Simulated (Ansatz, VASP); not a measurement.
## Co (Co strained to the junction's net) in two plane-wave programs

One calculation is typed for both programs; each brings its own data sets. How far apart do they land? The structure shown is the end of the Ansatz relaxation below.

Main program and level: Ansatz 0.2.0; plane waves, with VASP 6.6.1 beside it; single point at PBE.

### Step 1. Starting point

The structure is hexagonal, space group P6_3/mmc (No. 194). Conventional cell: a = 2.446 Å, b = 2.446 Å, c = 4.081 Å, α = 90.00°, β = 90.00°, γ = 120.00°. Nearest to Co lie 12 Co at 2.45 to 2.48 Å.

### Step 2. Ansatz: relaxation, PBE

Ansatz runs on its default PAW (the set named soft_2) files.

This run makes the geometry at which the two programs are then compared.

Input file input.yaml:

```yaml
crystal:
  lattice:
    - [4.236, 0.0, 0.0]
    - [-2.118, 3.6684836104, 0.0]
    - [0.0, 0.0, 4.0802390187]
  atoms:
    - { symbol: Co, position: [0.66666667, 0.33333333, 0.0], spin: 1.7 }
    - { symbol: Co, position: [0.0, 0.0, 0.0], spin: 1.7 }
    - { symbol: Co, position: [0.33333333, 0.66666667, 0.0], spin: 1.7 }
    - { symbol: Co, position: [0.0, 0.66666667, 0.5], spin: 1.7 }
    - { symbol: Co, position: [0.33333333, 0.33333333, 0.5], spin: 1.7 }
    - { symbol: Co, position: [0.66666667, 0.0, 0.5], spin: 1.7 }
magnetization:
  spin_polarized: true
kpoints:
  mp_grid: { grid: [12, 12, 8] }
scf:
  occupations: { method: fermi_dirac, width: 0.1 }
  max_iter: 150
hamiltonian:
  xc: pbe
relax:
  f_tol: 0.01
  max_steps: 40
  cell: { fix: [a, b, angles] }
```

The run is started by

```bash
> ansatz run input.yaml --threads 8 --pin off --max-ram 40960MiB --backend cuda --events-out ev --progress --plain --runs-dir out --max-vram 78GiB
```

Numbers of over 12 decimals in the logs are rounded to 6 here.

Log:

```text
Engine: ansatz 0.2.0, aarch64-unknown-linux-gnu
Pseudopotentials: kind: paw
Pseudopotential: Co, paw, valence charge 17, recommended cutoff 420 eV (normal), Co.paw.azcp
Functional definition: PBE
  parameter kappa = 0.804
  parameter beta = 0.066725
  exchange = pbe_x(kappa = kappa, mu = beta*pi^2/3)
  correlation = pbe_c(beta = beta)
[...]
Crystal: 6 atoms, lattice volume = 63.406 Å³
Basis set: ecut = 420 eV, 1207 PW (Γ), exchange–correlation on 60×60×60 points (8 copies of the dense FFT grid, shifted against one another)
Bands: 68, of which v1, the nominal top of the filled ones, is band 51 counted from 1 (50 counted from 0)
Symmetry: 72 space group operations
Space group: P63/mmc (ITA 194), of the structure as read, at distance tolerance 4.0e-5 Å
Magnetic group: BNS 194.263 (UNI 1493), of the structure as read, at distance tolerance 4.0e-5 Å
k-points: 95 of 1152
Non-local potential: Co, projectors of the file, l = 0: 3, l = 1: 2, l = 2: 3, l = 3: 1
PAW form: soft (Blöchl's): semilocal exchange-correlation on the pseudo side does not see the compensation charge
PAW one-centre angular grid: Co, 590 points (default); XC on 64 Gauss nodes
Initial density: superposition of atomic densities (chi_scale 0.1, normalization cell)
Starting moments: Σ|m| = 10.2 μB on 6 of 6 sites
Initial wavefunctions: pseudopotential atomic-orbital guess
[...]
Functional: x = pbe(κ = 0.804, μ = 0.219515), c = pbe(β = 0.066725)
SCF iter   1: F=—  HF=-30754.934330 eV  |F-HF|=—  |Δ(HF+E_count)|=         —  Δρ=1.04e-1 (↑3.98e-2 ↓1.04e-1)  dr2=7.46e0  dr2_m=6.22e-1  M=9.713 μB ∫|m|=10.078 μB  β_m=0.30  ethr=3.10e-3  ⟨swp⟩=5.2  Hψ=40674  notcnv=0  defer=33
Mixer restart at iter 1: flushing history
preconditioner: auto → Kerker (q_TF=auto, 2.953 Å⁻¹)  [metal: Δε(μ)=0.004 eV  Ē_g=8.572 eV  σ=0.100 eV  W_gap=0.01  n_scr=20 (ndim 8)  ℏωp=34.3 eV  f_vac=0.000  D(μ)=6.43/eV (n_scr^D=82)]
spin=Collinear: Kerker preconditioning applied to the charge; magnetization (m = ρ↑ − ρ↓) channel mixes plain (no charge-response kernel on spin).
SCF iter   2: F=—  HF=-30752.619524 eV  |F-HF|=—  |Δ(HF+E_count)|=    2.31e0  Δρ=4.64e-2 (↑1.97e-2 ↓4.64e-2)  dr2=5.15e-1  dr2_m=5.84e-1  M=9.859 μB ∫|m|=10.342 μB  β_m=0.37  ethr=3.10e-3  ⟨swp⟩=2.1  Hψ=21703  notcnv=0  defer=444
[...]
SCF iter   4: F=—  HF=-30756.634281 eV  |F-HF|=—  |Δ(HF+E_count)|=         —  Δρ=2.14e-2 (↑2.14e-2 ↓8.14e-3)  dr2=3.07e-1  dr2_m=2.61e-2  M=9.717 μB ∫|m|=10.533 μB  β_m=0.64  ethr=5.17e-5  ⟨swp⟩=2.0  Hψ=25397  notcnv=0  defer=444
Mixer restart at iter 4: flushing history
SCF iter   5: F=—  HF=-30756.913840 eV  |F-HF|=—  |Δ(HF+E_count)|=   2.80e-1  Δρ=4.09e-3 (↑3.87e-3 ↓4.09e-3)  dr2=9.44e-3  dr2_m=7.52e-4  M=9.623 μB ∫|m|=10.489 μB  β_m=0.61  ethr=5.17e-5  ⟨swp⟩=2.0  Hψ=26441  notcnv=0  defer=444
[...]
SCF iter  13: F=-30756.925577 eV  HF=-30756.925577 eV  |F-HF|=1.06e-10  |Δ(HF+E_count)|=  3.17e-10  Δρ=4.05e-7 (↑2.77e-7 ↓4.05e-7)  dr2=1.32e-10  dr2_m=3.03e-12  M=9.574 μB ∫|m|=10.492 μB  ethr=1.00e-12  ⟨swp⟩=1.0  Hψ=34104  notcnv=0
SCF 1 converged in 13 iterations: F = -30756.925577 eV  dr2 = 1.32e-10
  greatest PAW one-centre occupation: 1.001 electrons in one spin orbital (limit 2), on the Co atom at site 5 (counted from 0), in its partial waves of l = 1
relax step   1: F+E_penalty+E_count = -30756.92557745 eV  Δ(F+E_penalty+E_count) = +0.000e0 eV  max|allowed force component| = 3.392e-17 eV/Å  Δτ_max = 0.0000 Å  P = +6.698 GPa  Ω = 63.406 Å³  fix = [a, b, alpha, beta, gamma]  reactions: a +9.996, b +9.996 GPa  (13 SCF iters, dr2 threshold 1.00e-7 eV, accepted)
[...]
relax step   2: F+E_penalty+E_count = -30756.92557254 eV  Δ(F+E_penalty+E_count) = +4.902e-6 eV  max|allowed force component| = 5.885e-17 eV/Å  Δτ_max = 0.0000 Å  P = +6.673 GPa  Ω = 63.413 Å³  energy of the carried Pulay correction = -8.462e-6 eV  fix = [a, b, alpha, beta, gamma]  reactions: a +9.982, b +9.982 GPa  (6 SCF iters, dr2 threshold 2.64e-8 eV, accepted)
[...]
relax step   3: F+E_penalty+E_count = -30756.92556394 eV  Δ(F+E_penalty+E_count) = +8.607e-6 eV  max|allowed force component| = 3.161e-17 eV/Å  Δτ_max = 0.0000 Å  P = +6.642 GPa  Ω = 63.422 Å³  energy of the carried Pulay correction = -1.854e-5 eV  fix = [a, b, alpha, beta, gamma]  reactions: a +9.964, b +9.964 GPa  (7 SCF iters, dr2 threshold 7.81e-9 eV, accepted)
[...]
relax step   4: F+E_penalty+E_count = -30756.92558491 eV  Δ(F+E_penalty+E_count) = -2.098e-5 eV  max|allowed force component| = 7.838e-17 eV/Å  Δτ_max = 0.0000 Å  P = +6.643 GPa  Ω = 63.422 Å³  fix = [a, b, alpha, beta, gamma]  reactions: a +9.964, b +9.964 GPa  stress off target by 2.25e-4 GPa on what of the cell is left free  SCF on the basis re-selected at this cell (its energy is not comparable with the rows above)  (4 SCF iters)
[...]
SCF converged after 4 iterations
[...]
E_xc         = -955.918278
  E_vxc        = -1233.697987  (∫ρ·V_xc dr)
  E_paw        = -9091.353762  (= ΣΔE_a)
  E_vpaw       = -2932.125091  (= ΣTr[D̂ρ^β])
  E_aug_tail   = 0.000461  (compensation charges beyond the density's cutoff)
  E_ewald      = -16428.822242
  E_smearing   = -0.184331  (= −TS)
  E_closure    = 0.000000  (closes the sum)
  Σ components = -30756.925585   (vs F -30756.925585, Δ=0.00e0)
--- Forces (eV/Å), atoms counted from 1 ---
  atom   1  Co    -0.00000000    -0.00000000    -0.00000000
  atom   2  Co    -0.00000000     0.00000000    -0.00000000
  atom   3  Co    -0.00000000     0.00000000    -0.00000000
  atom   4  Co     0.00000000     0.00000000     0.00000000
  atom   5  Co     0.00000000     0.00000000     0.00000000
  atom   6  Co     0.00000000     0.00000000     0.00000000
  max |Σ_I F_I| component: 3.85e-17 eV/Å
--- Stress (GPa, compression-positive) ---
        9.963947       0.000000      -0.000000
        0.000000       9.963947      -0.000000
       -0.000000      -0.000000      -0.000225
  P = ⅓ Tr σ = 6.6426 GPa (66.426 kbar)
--- Band table (eV; the first three rows and the last of 190) ---
  k-point 0 ↑: bands = [... 47 lower, 18.3574, 18.3574, 18.3574, 18.3574, 18.3719, 18.3719, 18.4808, 18.4808, ... 4 higher]
  k-point 1 ↑: bands = [... 47 lower, 18.1882, 18.2444, 18.2444, 18.3895, 18.3895, 18.3895, 18.3895, 18.4692, ... 4 higher]
  k-point 2 ↑: bands = [... 47 lower, 17.7218, 17.9344, 17.9344, 18.4235, 18.4235, 18.4652, 18.4652, 18.4652, ... 4 higher]
  k-point 94 ↓: bands = [... 47 lower, 19.2628, 20.2497, 20.2497, 20.2497, 20.2497, 20.2497, 20.2497, 20.7882, ... 4 higher]
--- Relaxed structure (3 steps of the walk, 3 accepted, 1 SCFs on fresh bases) ---
  F+E_penalty+E_count = -30756.92558491 eV   max|allowed force component| = 7.838e-17 eV/Å   (the final SCF, on the basis selected at the relaxed cell)
  cell:  # Å, volume = 63.4215 Å³
    - [4.236000, 0, 0]
    - [-2.118000, 3.668484, 0]
    - [0, 0, 4.081258]
  atoms:
    - { symbol: Co, position: [0.666667, 0.333333, 0] }
    - { symbol: Co, position: [0, 0, 0] }
    - { symbol: Co, position: [0.333333, 0.666667, 0] }
    - { symbol: Co, position: [0, 0.666667, 0.5] }
    - { symbol: Co, position: [0.333333, 0.333333, 0.5] }
    - { symbol: Co, position: [0.666667, 0, 0.5] }
```

The column dr2 measures how far the density is from self-consistency, as an energy; F and HF (Harris–Foulkes) agree once it is small.

### Step 3. VASP: single point, PBE

The same cell, functional, mesh and smearing now go to VASP, with its own data sets.

Lines of VASP's logs that name or quote its potential files are left out, and so is its time.

Input file INCAR:

```
SYSTEM = Co
PREC = Accurate
ENCUT = 600
EDIFF = 1E-06
NELM = 200
ISMEAR = -1
SIGMA = 0.1
LREAL = .FALSE.
ALGO = Normal
GGA = PE
NBANDS = 42
ISPIN = 2
MAGMOM = 1.67 1.67 1.67 1.67 1.67 1.67
LASPH = .TRUE.
LMAXMIX = 4
LORBIT = 11
LWAVE = .FALSE.
LCHARG = .FALSE.
ISIF = 2
GGA_COMPAT = .FALSE.
KPAR = 2
```

Input file POSCAR:

```
Co
1.0
    4.2360000000      0.0000000000      0.0000000000
   -2.1180000000      3.6684836104      0.0000000000
    0.0000000000      0.0000000000      4.0812582657
Co
6
Direct
    0.6666666667      0.3333333333      0.0000000000
    0.0000000000      1.0000000000      0.0000000000
    0.3333333333      0.6666666667      0.0000000000
    0.0000000000      0.6666666667      0.5000000000
    0.3333333333      0.3333333333      0.5000000000
    0.6666666667      1.0000000000      0.5000000000
```

Input file KPOINTS:

```
Automatic mesh
0
Gamma
12 12 8
0 0 0
```

PAW data sets: Co (PBE family, release 64).

The run is started by

```bash
> mpirun -np 2 vasp_std
```

Log:

```text
[banner, memory and clock lines left out]
running    2 mpi-ranks, on    1 nodes
 distrk:  each k-point on    1 cores,    2 groups
 distr:  one band on    1 cores,    1 groups

 POSCAR found type information on POSCAR Co
 POSCAR found :  1 types and       6 ions
 LDA part: xc-table for (Slater+PW92), standard interpolation
 POSCAR, INCAR and KPOINTS ok, starting setup
 FFT: planning ... GRIDC
 FFT: planning ... GRID_SOFT
 FFT: planning ... GRID
 WAVECAR not read
 entering main loop
       N       E                     dE             d eps       ncg     rms          rms(c)
DAV:   1     0.428493080045E+03    0.42849E+03   -0.24522E+04 16056   0.193E+03
DAV:   2    -0.133151381854E+02   -0.44181E+03   -0.41477E+03 15960   0.367E+02
DAV:   3    -0.478638616243E+02   -0.34549E+02   -0.30674E+02 16278   0.137E+02
DAV:   4    -0.485919599155E+02   -0.72810E+00   -0.72537E+00 17988   0.213E+01
DAV:   5    -0.486222695565E+02   -0.30310E-01   -0.30305E-01 23432   0.299E+00    0.262E+01
DAV:   6    -0.433267333173E+02    0.52955E+01   -0.43882E+01 17154   0.800E+01    0.124E+01
DAV:   7    -0.423197327630E+02    0.10070E+01   -0.59990E+00 17916   0.298E+01    0.666E+00
DAV:   8    -0.422786881539E+02    0.41045E-01   -0.98199E-02 19660   0.216E+00    0.336E+00
DAV:   9    -0.422323234663E+02    0.46365E-01   -0.17308E-02 22142   0.131E+00    0.108E+00
DAV:  10    -0.422340186959E+02   -0.16952E-02   -0.35310E-03 18762   0.525E-01    0.520E-01
DAV:  11    -0.422341706381E+02   -0.15194E-03   -0.12712E-03 18954   0.328E-01    0.591E-02
DAV:  12    -0.422341772378E+02   -0.65996E-05   -0.14508E-04 17496   0.825E-02    0.346E-02
DAV:  13    -0.422341765720E+02    0.66573E-06   -0.79992E-06 20754   0.240E-02
   1 F= -.42234177E+02 E0= -.42140592E+02  d E =-.187170E+00  mag=     9.5304
```

From OUTCAR (step 3):

```text
ion  position               nearest neighbor table
   1  0.667  0.333  0.000-   3 2.45   2 2.45   3 2.45   2 2.45   2 2.45   3 2.45   6 2.48   6 2.48
                             4 2.48   4 2.48   5 2.48   5 2.48
   2  0.000  0.000  0.000-   1 2.45   3 2.45   3 2.45   1 2.45   1 2.45   3 2.45   4 2.48   5 2.48
                             4 2.48   5 2.48   6 2.48   6 2.48
   3  0.333  0.667  0.000-   1 2.45   2 2.45   1 2.45   2 2.45   2 2.45   1 2.45   4 2.48   4 2.48
                             6 2.48   6 2.48   5 2.48   5 2.48
   4  0.000  0.667  0.500-   5 2.45   6 2.45   6 2.45   6 2.45   5 2.45   5 2.45   2 2.48   2 2.48
                             3 2.48   3 2.48   1 2.48   1 2.48
   5  0.333  0.333  0.500-   4 2.45   6 2.45   6 2.45   4 2.45   4 2.45   6 2.45   2 2.48   2 2.48
                             3 2.48   3 2.48   1 2.48   1 2.48
   6  0.667  0.000  0.500-   5 2.45   4 2.45   4 2.45   5 2.45   4 2.45   5 2.45   1 2.48   1 2.48
                             2 2.48   2 2.48   3 2.48   3 2.48

  LATTYP: Found a hexagonal cell.
 ALAT       =     4.2360000000
 C/A-ratio  =     0.9634698455

 Subroutine GETGRP returns: Found 24 space group operations
 (whereof 12 operations were pure point group operations)

The static configuration has the point symmetry D_3h.
 The point group associated with its full space group is D_6h.

 Found     95 irreducible k-points:

   k-points           NKPTS =     95   k-points in BZ     NKDIM =     95   number of bands    NBANDS=     42

   dimension x,y,z NGX =    36 NGY =   36 NGZ =   36
   dimension x,y,z NGXF=    72 NGYF=   72 NGZF=   72

   ENCUT  =  600.0 eV  44.10 Ry    6.64 a.u.   8.46  8.46  8.15*2*pi/ulx,y,z

   NELECT =      54.0000    total number of electrons

 k-points in reciprocal lattice and weights: Automatic mesh
   0.00000000  0.00000000  0.00000000       0.001
   0.08333333  0.00000000  0.00000000       0.005
   0.16666667  0.00000000  0.00000000       0.005
   0.25000000 -0.00000000  0.00000000       0.005
   0.33333333 -0.00000000  0.00000000       0.005
   0.41666667 -0.00000000  0.00000000       0.005
   0.50000000 -0.00000000  0.00000000       0.003
   0.08333333  0.08333333  0.00000000       0.005
   0.16666667  0.08333333  0.00000000       0.010
[...]
0.33333333  0.25000000  0.50000000       0.010
   0.33333333  0.33333333  0.50000000       0.002

 average (electrostatic) potential at core
       1 -77.9354       2 -77.9354       3 -77.9354       4 -77.9354       5 -77.9354
       6 -77.9354

 E-fermi :  10.6452

 spin component 1
 k-point     1 :       0.0000    0.0000    0.0000
  band No.  band energies     occupation
    ...
     28       9.7108      0.99991
     29       9.7108      0.99991
     30       9.8178      0.99975
     31       9.8178      0.99975
     32      10.1916      0.98940
     33      15.4628      0.00000
     34      15.4628      0.00000
     35      16.3524      0.00000
     36      16.3524      0.00000
     37      16.3524      0.00000
    ...

 k-point     2 :       0.0833    0.0000    0.0000
  band No.  band energies     occupation
    ...
     27       9.7226      0.99990
     28       9.7250      0.99990
     29       9.8168      0.99975
     30       9.8273      0.99972
     31       9.8552      0.99963
     32      10.8208      0.14732
     33      14.3658      0.00000
     34      14.7710      0.00000
     35      15.7681      0.00000
     36      16.7803      0.00000
    ...

 k-point     3 :       0.1667    0.0000    0.0000
  band No.  band energies     occupation
    ...
     27       9.7520      0.99987
     28       9.7691      0.99984
     29       9.8499      0.99965
     30       9.9153      0.99932
     31       9.9967      0.99848
     32      11.6800      0.00003
     33      13.0340      0.00000
     34      13.9437      0.00000
     35      15.2771      0.00000
     36      16.8231      0.00000
    ...

 k-point     4 :       0.2500   -0.0000    0.0000
  band No.  band energies     occupation
    ...
     27       9.8212      0.99974
     28       9.8377      0.99969
     29       9.8738      0.99955
     30       9.9902      0.99857
     31      10.0359      0.99775
     32      11.9106      0.00000
     33      12.6186      0.00000
     34      13.2163      0.00000
     35      14.8601      0.00000
     36      16.9048      0.00000
    ...

 k-point     5 :       0.3333   -0.0000    0.0000
  band No.  band energies     occupation
    ...
     27       9.8899      0.99948
     28       9.9141      0.99933
     29       9.9355      0.99917
     30       9.9998      0.99843
     31      10.0411      0.99763
     32      11.0156      0.02404
     33      12.6277      0.00000
     34      13.6288      0.00000
     35      14.5194      0.00000
     36      17.0414      0.00000
    ...

 k-point     6 :       0.4167   -0.0000    0.0000
  band No.  band energies     occupation
    ...
     28       9.8935      0.99946
     29       9.9743      0.99878
     30      10.0690      0.99686
     31      10.1482      0.99311
     32      10.3160      0.96415
     33      12.2298      0.00000
     34      14.2849      0.00000
     35      14.7083      0.00000
     36      17.0728      0.00000
     37      17.2563      0.00000
    ...

  Total        3.5400047      3.5400047     -0.3367265      0.0000000     -0.0000000      0.0000000
  in kB       89.4288844     89.4288844     -8.5065074      0.0000000     -0.0000000      0.0000000
  external PRESSURE =      56.7837538 kB  Pullay stress =       0.0000000 kB

  energy-cutoff  :      600.00
  volume of cell :       63.42
      direct lattice vectors                 reciprocal lattice vectors
     4.236000000  0.000000000  0.000000000     0.236071766  0.136296098  0.000000000
    -2.118000000  3.668483610  0.000000000     0.000000000  0.272592195  0.000000000
     0.000000000  0.000000000  4.081258266     0.000000000  0.000000000  0.245022475

 POSITION                                       TOTAL-FORCE (eV/Angst)
 -----------------------------------------------------------------------------------
      2.11800      1.22283      0.00000        -0.000000     -0.000000      0.000000
      0.00000      0.00000      0.00000         0.000000      0.000000      0.000000
     -0.00000      2.44566      0.00000        -0.000000      0.000000      0.000000
     -1.41200      2.44566      2.04063        -0.000000      0.000000     -0.000000
      0.70600      1.22283      2.04063         0.000000     -0.000000     -0.000000
      2.82400      0.00000      2.04063         0.000000      0.000000     -0.000000
 -----------------------------------------------------------------------------------
    total drift:                               -0.000000      0.000000     -0.000000

  FREE ENERGIE OF THE ION-ELECTRON SYSTEM (eV)
  ---------------------------------------------------
  free  energy   TOTEN  =       -42.2341765720 eV

  energy  without entropy=      -42.0470065878  energy(sigma->0) =      -42.14059158

 total charge
# of ion       s       p       d       tot
------------------------------------------
    1        0.500   0.544   7.281   8.326
    2        0.500   0.544   7.281   8.326
    3        0.500   0.544   7.281   8.326
    4        0.500   0.544   7.281   8.326
    5        0.500   0.544   7.281   8.326
    6        0.500   0.544   7.281   8.326
--------------------------------------------------
tot          3.001   3.267  43.686  49.954

 magnetization (x)
# of ion       s       p       d       tot
------------------------------------------
    1       -0.015  -0.053   1.670   1.603
    2       -0.015  -0.053   1.670   1.603
    3       -0.015  -0.053   1.670   1.603
    4       -0.015  -0.053   1.670   1.603
    5       -0.015  -0.053   1.670   1.603
    6       -0.015  -0.053   1.670   1.603
--------------------------------------------------
tot         -0.088  -0.317  10.020   9.615

[... 6 further parts left out ...]
```

The magnetic state follows from one typed start and may not be the lowest.

### Step 4. Differences

Known differences besides the potentials themselves: VASP starts from the moments at which Ansatz ended; the data sets hold 102 valence electrons in Ansatz (on its default PAW (the set named soft_2) files) and 54 in VASP; the cutoff is 420 eV in Ansatz and 600 eV in VASP; Ansatz's pressure holds a Pulay correction, VASP's none; site moments are counted in spheres of each program's own size. Total energies have different zeros and are not compared.

Both answers:

| quantity | Ansatz | VASP | difference |
| --- | --- | --- | --- |
| pressure (GPa) | 6.64 | 5.68 | +0.96 |
| total moment (μB) | 9.58 | 9.53 | +0.04 |
| moment on Co1 (μB) | 1.67 | 1.60 | +0.06 |
| moment on Co2 (μB) | 1.67 | 1.60 | +0.06 |
| moment on Co3 (μB) | 1.67 | 1.60 | +0.06 |
| moment on Co4 (μB) | 1.67 | 1.60 | +0.06 |
| moment on Co5 (μB) | 1.67 | 1.60 | +0.06 |
| moment on Co6 (μB) | 1.67 | 1.60 | +0.06 |

### Step 5. Summary of results

| Item | Value |
| --- | --- |
| difference in total moment (single point, PBE) | 0.045 μB |
| difference in pressure (single point, PBE) | 0.96 GPa |

What this shows: The difference in pressure is 0.96 GPa (single point, PBE), at about the 1 GPa picked in this series as the mark of a large difference. The data sets hold unlike numbers of valence electrons (102 in Ansatz and 54 in VASP), so part of the differences comes from the potentials. How closely two codes agree says nothing of how well the functional describes the real material.

[Lines on the potential files, build, host, timing and source positions are cut from VASP's logs without a mark.]

[Logs are printed without paths, hosts, clocks, repeated set-up lines and the standing remarks that a program may print on its own settings, such as how far it seeks lower states.]

[Hosts, paths, dates, database ids (printed as entryN), source tags and the programs' standing remarks are cut or masked in the printed files.]
